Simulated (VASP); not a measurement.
Input:

```
CELL_PARAMETERS angstrom
      0.00000     2.52396     2.52396
      2.52396     0.00000     2.52396
      2.52396     2.52396     0.00000
ATOMIC_POSITIONS crystal
  Hf 0.00000 0.00000 0.00000
  O  0.25000 0.25000 0.25000
  O  0.75000 0.75000 0.75000
```

Computed with PBE GGA with D3 dispersion (Becke-Johnson damping), VASP's PBE PAW potentials (set 64) (plane waves; VASP). Numerical set-up: 520 eV cut-off, 7×7×7 Γ-centred mesh, Gaussian smearing of 0.050 eV, potentials Hf_pv O.

Q: What does the run give for the energy per atom (σ→0)?

A: 
| Item | Value |
|---|---|
| energy per atom (σ→0) | -10.324 eV/atom |

The absolute energy has meaning only against runs of the same code, potentials and settings.

The compound is HfO2 in the fluorite structure, the high-temperature cubic form, which is unstable at 0 K; the monoclinic form is the stable one. It was relaxed first. The start is the result of an earlier pass.
